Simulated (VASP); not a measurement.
Consider the following.

```xyz
2
Lattice="0.0000 2.7716 2.7716 2.7716 0.0000 2.7716 2.7716 2.7716 0.0000" Properties=species:S:1:pos:R:3 pbc="T T T"
Si     0.0000     0.0000     0.0000
Sn     2.7716     2.7716     2.7716
```

The numbers are results of LDA (Ceperley-Alder, Perdew-Zunger), VASP's LDA PAW potentials (set 64) (plane waves; VASP), not measurements. Run with 400 eV cut-off, Gaussian smearing of 0.050 eV, potentials Si Sn_d.

**Question.** Give the energies of bands 7 to 12 at the high-symmetry points, in eV from the Fermi level.

**Answer.** 
```
band     Γ      X      U      L      W
----  ----  -----  -----  -----  -----
7     0.18  -5.61  -6.81  -8.44  -6.99
8     0.18  -3.98  -5.03   0.94  -4.49
9     0.18  -2.60  -1.92   0.94  -4.49
10    1.11  -2.60  -0.78   1.32   2.55
11    5.79   2.45   4.89   1.32   3.07
12    5.79   9.37   6.07   2.49   6.27
```

It has no gap at this level: it comes out as a metal or semimetal.

The structure was generated: SiSn was put into the rocksalt type (Fm-3m), which need not be its known phase. It was relaxed first, which changed the volume by -9 %.
